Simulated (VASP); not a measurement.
Data:

```xyz
2
Lattice="1.6142 -2.7959 0.0000 1.6142 2.7959 0.0000 0.0000 0.0000 5.1081" Properties=species:S:1:pos:R:3 pbc="T T T"
Hf     1.6142     0.9320     1.2770
Hf     1.6142    -0.9320     3.8311
```

Level of theory: RPBE GGA, VASP's PBE PAW potentials (set 64) (plane waves; VASP 6.6.1). Numerical set-up: 520 eV cut-off, 15×15×8 Γ-centred mesh, tetrahedra with Blöchl corrections, potentials Hf_pv.

Unless said otherwise, spin-orbit coupling is left out, though it shifts the bands of the heavy elements here.

Estimate the energy per atom (σ→0), band gap (on the k-mesh) with the smallest direct gap where there is one.

The band gap (on the k-mesh) is none (metal, semimetal or under 0.01 eV) and the energy per atom (σ→0) is -9507 meV/atom.

Total energies compare only between runs with the same potentials, cut-off and functional.

The compound is Hf in the hcp structure. It was relaxed first.
